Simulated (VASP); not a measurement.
**BaZrO3: transverse stress against strain**

BaZrO3 (cubic perovskite, Pm-3m, 14.712 Å³/atom and stress up to 0.07 GPa in the relaxed cell, cube axes along x, y and z) under an equal strain ε along x and y, with z held. PBEsol in VASP (plane waves, PAW), 600 eV, 8×8×8 Γ-centred mesh, Gaussian smearing 0.05 eV; ions are relaxed, or left where forces stay under 0.02 eV/Å, within the symmetry of each cell. Stress is positive for a compressed cell.

Here s stands for strain and y for stress zz.

```
strain (%)  stress zz (GPa)
----------  ---------------
-3.00                     ?
-1.50                  2.57
-1.00                  1.66
-0.50                  0.78
0.00                  -0.07
0.50                  -0.89
1.00                  -1.67
1.50                  -2.42
```

### Question
Fit y against s with a straight line, and predict the withheld value at s = -3.00.

### Answer
Means: s 0, y -0.006. About the means, the sum of products is -11.650 and the sum of squares of s is 7.0000; the slope is their ratio. Least squares gives y = -0.006 - 1.6643·s. Residuals (row less fit): 0.080, 0.002, -0.046, -0.064, -0.052, 0.000, 0.082; standard error 0.066 (degrees of freedom: 5). The slope gives the elastic constant 2C12 = 166 ± 3 GPa (± standard error of the fit, which holds the terms cut off). At the withheld row, y = -0.006 - 1.6643 × (-3.0) = 4.987 GPa. The calculation gives 5.52 GPa, 0.533 GPa above the prediction (6.7 % of the range of y in the table). The row lies outside the fitted rows, so this is an extrapolation. From the scatter of the fitted rows alone, a prediction at this place has a standard error of 0.103 GPa, so the miss is 5.2 times that.

A polynomial of degree 2 through the 12 other runs of the series gives 5.50 there, so most of the miss is curvature that the fit leaves out. The primitive cell can neither tilt nor turn polar against its symmetry, as such crystals can under strain. Rows are the converged runs of the series near zero and its far end, less any whose ions stayed unrelaxed beside relaxed ones; series whose fitted rows scatter by over a few per cent of the range, as at a crossing or softening among them, aren't shown in this form. Most that stay on the fit to the last digits aren't either.
